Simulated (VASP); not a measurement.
VASP ran on this input.

**KPOINTS**
```
Automatic mesh
0
Gamma
6 6 3
0 0 0
```

POSCAR:
```
Ca(CuS)2
1.0
  3.8414921504   0.0000000000   0.0000000000
 -1.9207460752   3.3268297066   0.0000000000
  0.0000000000   0.0000000000   6.4613223721
Cu Ca S
2 1 2
direct
  0.3333330000   0.6666670000   0.3745032489
  0.6666670000   0.3333330000   0.6254967511
  0.0000000000   0.0000000000   0.0000000000
  0.3333330000   0.6666670000   0.7404188549
  0.6666670000   0.3333330000   0.2595811451
```

**INCAR**
```
ENCUT=400   # plane-wave cut-off (eV)
SYSTEM=Ca(CuS)2
LMAXMIX=4   # l cut-off of mixed one-centre charges
NELM=100   # most electronic steps
EDIFFG=-0.02   # ionic stop
ISMEAR=0
PREC=Accurate
LCHARG=.False.
SIGMA=0.05   # width (eV)
LREAL=.False.   # projection in real space or not
NSW=60   # most ionic steps
ALGO=Normal   # blocked Davidson
ISIF=3   # ions, shape and volume
LASPH=.True.
LMIXTAU=.True.
METAGGA=R2SCAN
IBRION=2   # conjugate gradients
EDIFF=1E-6   # SCF stop (eV)
LWAVE=.False.
```

POTCAR, in this order: Cu Ca_sv S (PBE.64 set). Program: vasp_std.

Problem. Write an equivalent input for Ansatz.

Solution. One equivalent input (not run):
Ansatz 0.2 input:
```yaml
crystal:
  lattice:
    - [3.8414922, 0.0000000, 0.0000000]
    - [-1.9207461, 3.3268297, 0.0000000]
    - [0.0000000, 0.0000000, 6.4613224]
  atoms:
    - { symbol: Cu, position: [0.3333330, 0.6666670, 0.3745032] }
    - { symbol: Cu, position: [0.6666670, 0.3333330, 0.6254968] }
    - { symbol: Ca, position: [0.0000000, 0.0000000, 0.0000000] }
    - { symbol: S, position: [0.3333330, 0.6666670, 0.7404189] }
    - { symbol: S, position: [0.6666670, 0.3333330, 0.2595811] }
kpoints:
  mp_grid: { grid: [6, 6, 3] }
hamiltonian:
  xc: r2scan
  pseudopotentials: { kind: paw }
scf:
  occupations: { method: gaussian, width: 0.05 }
  max_iter: 100
relax:
  max_steps: 60
  f_tol: 0.02
  cell: {}
output: { forces: true, stress: true, eigenvalues: true }
```
What does not carry over: each code has its own PAW files, so the cut-off isn't converted (ENCUT is set for VASP's; basis.ecutwfc is left out, and Ansatz then takes the one that its files recommend); Ansatz stops its SCF on the density residual and VASP on the energy change (EDIFF).

The structure comes from a measured CaCu2S2 entry (P-3m1) of the Crystallography Open Database, whose conditions weren't checked. This run relaxes it. Symmetry was kept, so distortions that lower it aren't found. The start is the result of an earlier pass.
